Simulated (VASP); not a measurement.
These are SCAN meta-GGA, VASP's PBE PAW potentials (set 64) (plane waves; VASP 6.6.1) values and carry that method's errors.

VASP ran on this input.

### KPOINTS
```
Automatic mesh
0
gamma
 15 15 9
0 0 0
```

File POSCAR:
```
Os
1
    1.3726703308    -2.3775344038     0.0000000000
    1.3726703308     2.3775344038     0.0000000000
    0.0000000000     0.0000000000     4.3172759525
Os
2
Direct
  0.3333330000   0.6666670000   0.2500000000
  0.6666670000   0.3333330000   0.7500000000
```

### INCAR
```
SYSTEM = Os
PREC = Accurate; ENCUT = 520; LREAL = F
LASPH = T
EDIFF = 1E-7; NELM = 100; ALGO = Normal
LMAXMIX = 6; LMIXTAU = T
ISMEAR = 1; SIGMA = 0.1
METAGGA = SCAN
IBRION = 2; NSW = 30; ISIF = 4
EDIFFG = -0.01
LWAVE = F; LCHARG = F
```

POTCAR, in this order: Os (PBE.64 set). Program: vasp_std.

Output of the run:

### OSZICAR
```
       N       E                     dE             d eps       ncg     rms          rms(c)
DAV:   1    -0.233325813027E+01   -0.23333E+01   -0.80819E+03  3240   0.134E+03
DAV:   2    -0.129945726723E+03   -0.12761E+03   -0.11572E+03  3456   0.412E+02
DAV:   3    -0.137514532165E+03   -0.75688E+01   -0.69180E+01  3936   0.833E+01
DAV:   4    -0.137685707795E+03   -0.17118E+00   -0.16939E+00  3412   0.132E+01
DAV:   5    -0.137687578531E+03   -0.18707E-02   -0.18700E-02  3760   0.113E+00    0.182E+01
DAV:   6    -0.144285448584E+03   -0.65979E+01   -0.19543E+00  3260   0.209E+01    0.149E+01
DAV:   7    -0.143495793397E+03    0.78966E+00   -0.15469E+00  3240   0.229E+01    0.491E+00
DAV:   8    -0.143534589535E+03   -0.38796E-01   -0.23113E+00  3252   0.247E+01    0.110E+01
DAV:   9    -0.143623580350E+03   -0.88991E-01   -0.66019E-01  3276   0.103E+01    0.751E-01
DAV:  10    -0.143632797073E+03   -0.92167E-02   -0.55284E-02  3288   0.280E+00    0.207E-01
DAV:  11    -0.143650937863E+03   -0.18141E-01   -0.75218E-02  3268   0.294E+00    0.757E-01
DAV:  12    -0.143695046700E+03   -0.44109E-01   -0.31555E-02  3376   0.200E+00    0.691E-01
DAV:  13    -0.143636765803E+03    0.58281E-01   -0.78928E-02  3276   0.315E+00    0.379E-01
DAV:  14    -0.143647079706E+03   -0.10314E-01   -0.14582E-01  3280   0.450E+00    0.138E+00
DAV:  15    -0.143643388784E+03    0.36909E-02   -0.36617E-03  3564   0.782E-01    0.104E+00
DAV:  16    -0.143642960372E+03    0.42841E-03   -0.13197E-04  3676   0.144E-01    0.102E+00
DAV:  17    -0.143641544657E+03    0.14157E-02   -0.26976E-04  3360   0.167E-01    0.926E-01
DAV:  18    -0.143634411410E+03    0.71332E-02   -0.10480E-02  3264   0.119E+00    0.517E-01
DAV:  19    -0.143633483499E+03    0.92791E-03   -0.21053E-03  3972   0.460E-01    0.192E-01
DAV:  20    -0.143633269870E+03    0.21363E-03   -0.20987E-04  3256   0.187E-01    0.130E-01
DAV:  21    -0.143633149188E+03    0.12068E-03   -0.37641E-04  3296   0.222E-01    0.374E-02
DAV:  22    -0.143633168426E+03   -0.19239E-04   -0.70265E-05  3808   0.868E-02    0.941E-02
DAV:  23    -0.143633171570E+03   -0.31440E-05   -0.69982E-05  3256   0.986E-02    0.623E-02
DAV:  24    -0.143633130989E+03    0.40581E-04   -0.91356E-05  3248   0.106E-01    0.249E-02
DAV:  25    -0.143633128965E+03    0.20242E-05   -0.78911E-06  3364   0.330E-02    0.154E-02
DAV:  26    -0.143633129741E+03   -0.77608E-06   -0.35476E-06  3300   0.232E-02    0.433E-03
DAV:  27    -0.143633126088E+03    0.36531E-05   -0.43409E-07  3432   0.830E-03    0.434E-03
DAV:  28    -0.143633127098E+03   -0.10102E-05   -0.62056E-08  1644   0.386E-03    0.350E-03
DAV:  29    -0.143633127550E+03   -0.45235E-06   -0.18316E-08  1620   0.191E-03    0.194E-03
DAV:  30    -0.143633127634E+03   -0.83936E-07   -0.41444E-08  1620   0.267E-03
   1 F= -.14363313E+03 E0= -.14363332E+03  d E =-.143633E+03
       N       E                     dE             d eps       ncg     rms          rms(c)
DAV:   1    -0.143633554766E+03   -0.42722E-03   -0.60425E-02  3304   0.222E+00    0.125E-01
DAV:   2    -0.143633383719E+03    0.17105E-03   -0.10138E-03  3988   0.439E-01    0.795E-02
DAV:   3    -0.143633520280E+03   -0.13656E-03   -0.45858E-03  3240   0.841E-01    0.427E-02
DAV:   4    -0.143633023239E+03    0.49704E-03   -0.19406E-03  3240   0.565E-01    0.149E-02
DAV:   5    -0.143633078942E+03   -0.55703E-04   -0.53150E-04  3240   0.292E-01    0.143E-02
DAV:   6    -0.143633004027E+03    0.74915E-04   -0.21807E-04  3240   0.190E-01    0.382E-03
DAV:   7    -0.143632996864E+03    0.71629E-05   -0.96887E-06  3312   0.423E-02    0.386E-03
DAV:   8    -0.143632998662E+03   -0.17978E-05   -0.51708E-07  3532   0.110E-02    0.309E-03
DAV:   9    -0.143632997024E+03    0.16381E-05   -0.30190E-06  3248   0.263E-02    0.172E-03
DAV:  10    -0.143632995381E+03    0.16428E-05   -0.18400E-06  3244   0.192E-02    0.108E-03
DAV:  11    -0.143632995829E+03   -0.44774E-06   -0.16474E-07  2008   0.549E-03    0.642E-04
DAV:  12    -0.143632995811E+03    0.17549E-07   -0.26750E-08  1620   0.208E-03
   2 F= -.14363300E+03 E0= -.14363325E+03  d E =0.131823E-03
       N       E                     dE             d eps       ncg     rms          rms(c)
DAV:   1    -0.143633431086E+03   -0.43526E-03   -0.21826E-02  3312   0.133E+00    0.749E-02
DAV:   2    -0.143633397876E+03    0.33210E-04   -0.36702E-04  3976   0.264E-01    0.476E-02
DAV:   3    -0.143633376466E+03    0.21410E-04   -0.16654E-03  3240   0.506E-01    0.254E-02
DAV:   4    -0.143633247830E+03    0.12864E-03   -0.71995E-04  3240   0.342E-01    0.834E-03
DAV:   5    -0.143633247873E+03   -0.43142E-07   -0.17855E-04  3240   0.168E-01    0.774E-03
DAV:   6    -0.143633224124E+03    0.23749E-04   -0.70682E-05  3248   0.108E-01    0.227E-03
DAV:   7    -0.143633225717E+03   -0.15934E-05   -0.46438E-06  3288   0.293E-02    0.192E-03
DAV:   8    -0.143633224387E+03    0.13299E-05   -0.78775E-07  3372   0.137E-02    0.148E-03
DAV:   9    -0.143633225054E+03   -0.66619E-06   -0.10218E-06  3264   0.154E-02    0.100E-03
DAV:  10    -0.143633225926E+03   -0.87280E-06   -0.35870E-07  3176   0.831E-03    0.523E-04
DAV:  11    -0.143633225804E+03    0.12257E-06   -0.31011E-08  1620   0.243E-03    0.371E-04
DAV:  12    -0.143633225844E+03   -0.39870E-07   -0.44256E-09  1620   0.866E-04
   3 F= -.14363323E+03 E0= -.14363345E+03  d E =-.982095E-04
```

File OUTCAR:
```
------------------------ aborting loop because EDIFF is reached ----------------------------------------
  FORCE on cell =-STRESS in cart. coord.  units (eV):
  Direction    XX          YY          ZZ          XY          YZ          ZX
  --------------------------------------------------------------------------------------
  Total       -2.2478260     -2.2478253     -2.2497217      0.0000000      0.0000000     -0.0000000
  in kB     -127.8028108   -127.8027748   -127.9105928      0.0000000      0.0000000     -0.0000000
  external PRESSURE =    -127.8387261 kB  Pullay stress =       0.0000000 kB
  volume of cell :       28.18
      direct lattice vectors                 reciprocal lattice vectors
     1.371901836 -2.376203348  0.000000000     0.364457563 -0.210419702 -0.000000000
     1.371901836  2.376203348  0.000000000     0.364457563  0.210419702  0.000000000
     0.000000000 -0.000000000  4.322114074    -0.000000000  0.000000000  0.231368257
 POSITION                                       TOTAL-FORCE (eV/Angst)
 -----------------------------------------------------------------------------------
      1.37190      0.79207      1.08053        -0.000000      0.000000      0.000000
      1.37190     -0.79207      3.24159         0.000000     -0.000000      0.000000
 -----------------------------------------------------------------------------------
    total drift:                               -0.000000      0.000028     -0.000020
  FREE ENERGIE OF THE ION-ELECTRON SYSTEM (eV)
  ---------------------------------------------------
  free  energy   TOTEN  =      -143.6332258437 eV

  energy  without entropy=     -143.6338883413  energy(sigma->0) =     -143.63344668

 reached required accuracy - stopping structural energy minimisation
```
(Selected blocks of OUTCAR.)

**CONTCAR**
```
Os
   1.00000000000000
     1.3719018360817972   -2.3762033476504341    0.0000000000000000
     1.3719018360817972    2.3762033476504341    0.0000000000000000
     0.0000000000000000   -0.0000000000000000    4.3221140736237285
  Os
     2
Direct
     0.3333330000000032    0.6666669999999968    0.2500000000000000
     0.6666669999999968    0.3333330000000032    0.7500000000000000
```

The compound is Os in the hcp structure. This cell is one point of a volume scan, at 1.03 of the reference volume. Symmetry was kept, so distortions that lower it aren't found.
